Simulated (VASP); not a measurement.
Runs of VASP 6.6.1 on W. Symmetry: Im-3m, No. 229, cubic system. The conventional cell has a = 3.165 Å, b = 3.165 Å, c = 3.165 Å, α = 90.00°, β = 90.00°, γ = 90.00°. Around W (site symmetry m-3m) lie 8 W at 2.74 Å. 

```tsv
task	cell	gap on the mesh (eV)	pressure (GPa)
single point	a relaxed cell with its volume scaled by 1.06	none	-15.7
relaxation of cell and atoms	relaxed	none	0.0
single point	a relaxed cell with its volume scaled by 1.03	none	-8.5
single point	a relaxed cell with its volume scaled by 0.91	none	35.4
single point	a relaxed cell with its volume scaled by 0.97	none	10.0
single point	a relaxed cell with its volume scaled by 0.94	none	(a)
single point	Im-3m, 16.14 Å³/atom	none	0.0
```

Alike in all rows: level PBE; potentials or basis VASP PAW PBE potentials, release 64 (W_sv); no spin polarisation; k mesh 18 × 18 × 18; cutoff (eV) 350; smearing gaussian 0.1 eV.

Task: Estimate the missing entries.

Result: (a) 21.7.

Caveats: so large a pressure means that the cell lies far from this level's equilibrium, or that cutoff or potentials fall short (some runs); a pressure of tens of GPa on the cell as given is suspect, and the run, the potentials or the cell itself is likely at fault (some runs).

A k mesh can miss the band edges, and the runs leave out spin-orbit coupling on W.

A gap of «none» marks a metal or a gap under the smearing width.
